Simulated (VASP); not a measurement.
All values below come from vdW-DF-cx, VASP's PBE PAW potentials (set 64) (plane waves; VASP).

VASP input:

### POSCAR
```
Fe
1
   -1.3958502467     1.3958502467     1.3958502467
    1.3958502467    -1.3958502467     1.3958502467
    1.3958502467     1.3958502467    -1.3958502467
Fe
1
Direct
  0.0000000000   0.0000000000   0.0000000000
```

**KPOINTS**
```
Automatic mesh
0
Gamma
18 18 18
0 0 0
```

**INCAR**
```
AGGAC = 0.0
ALGO = Normal
EDIFF = 1E-7
ENCUT = 520
GGA = CX
ISIF = 2
ISMEAR = 1
ISPIN = 2
LASPH = .TRUE.
LCHARG = .FALSE.
LMAXMIX = 4
LORBIT = 10
LREAL = .FALSE.
LUSE_VDW = .TRUE.
LWAVE = .FALSE.
MAGMOM = 2.1
NELM = 100
PREC = Accurate
SIGMA = 0.1
SYSTEM = Fe
```

POTCAR, in this order: Fe (PBE.64 set). Program: vasp_std.

The run wrote:

OSZICAR:
```
       N       E                     dE             d eps       ncg     rms          rms(c)
DAV:   1     0.172704038739E+02    0.17270E+02   -0.41247E+03  7268   0.109E+03
DAV:   2    -0.691710913774E+01   -0.24188E+02   -0.22819E+02  7071   0.129E+02
DAV:   3    -0.721251298323E+01   -0.29540E+00   -0.29457E+00  7882   0.195E+01
DAV:   4    -0.721381506785E+01   -0.13021E-02   -0.13020E-02  7647   0.120E+00
DAV:   5    -0.721382731990E+01   -0.12252E-04   -0.12252E-04  7708   0.106E-01    0.120E+01
DAV:   6    -0.619118142416E+01    0.10226E+01   -0.12463E+01  7416   0.574E+01    0.482E+00
DAV:   7    -0.613393420235E+01    0.57247E-01   -0.66453E-01  7417   0.130E+01    0.308E+00
DAV:   8    -0.612713699962E+01    0.67972E-02   -0.61163E-03  8733   0.656E-01    0.148E+00
DAV:   9    -0.611928511697E+01    0.78519E-02   -0.64595E-03  8961   0.685E-01    0.400E-01
DAV:  10    -0.611953941437E+01   -0.25430E-03   -0.10419E-03  8582   0.362E-01    0.147E-01
DAV:  11    -0.611953875958E+01    0.65479E-06   -0.11074E-04  7372   0.151E-01    0.388E-02
DAV:  12    -0.611954016585E+01   -0.14063E-05   -0.48158E-06  7501   0.349E-02    0.107E-02
DAV:  13    -0.611954084347E+01   -0.67762E-06   -0.95278E-07  8228   0.990E-03    0.385E-03
DAV:  14    -0.611954097700E+01   -0.13353E-06   -0.62905E-08  3684   0.365E-03    0.906E-04
DAV:  15    -0.611954099620E+01   -0.19210E-07   -0.58390E-09  3546   0.815E-04
   1 F= -.61195410E+01 E0= -.61193816E+01  d E =-.478249E-03  mag=     2.1155
```

**OUTCAR**
```
------------------------ aborting loop because EDIFF is reached ----------------------------------------
  FORCE on cell =-STRESS in cart. coord.  units (eV):
  Direction    XX          YY          ZZ          XY          YZ          ZX
  --------------------------------------------------------------------------------------
  Total        0.0305180      0.0305180      0.0305180     -0.0000000     -0.0000000      0.0000000
  in kB        4.4945866      4.4945866      4.4945866     -0.0000000     -0.0000000      0.0000000
  external PRESSURE =       4.4945866 kB  Pullay stress =       0.0000000 kB
  volume of cell :       10.88
      direct lattice vectors                 reciprocal lattice vectors
    -1.395850247  1.395850247  1.395850247     0.000000000  0.358204615  0.358204615
     1.395850247 -1.395850247  1.395850247     0.358204615  0.000000000  0.358204615
     1.395850247  1.395850247 -1.395850247     0.358204615  0.358204615  0.000000000
 POSITION                                       TOTAL-FORCE (eV/Angst)
 -----------------------------------------------------------------------------------
      0.00000      0.00000      0.00000         0.000000      0.000000      0.000000
 -----------------------------------------------------------------------------------
    total drift:                                0.000000      0.000000      0.000000
  FREE ENERGIE OF THE ION-ELECTRON SYSTEM (eV)
  ---------------------------------------------------
  free  energy   TOTEN  =        -6.1195409962 eV

  energy  without entropy=       -6.1190627475  energy(sigma->0) =       -6.11938158

 total charge

# of ion       s       p       d       tot
------------------------------------------
    1        0.508   0.580   6.282   7.370

 magnetization (x)

# of ion       s       p       d       tot
------------------------------------------
    1       -0.012  -0.047   2.153   2.094
```
(Selected blocks of OUTCAR.)

The compound is Fe in the bcc structure. It was relaxed first, which changed the volume by -8 %.
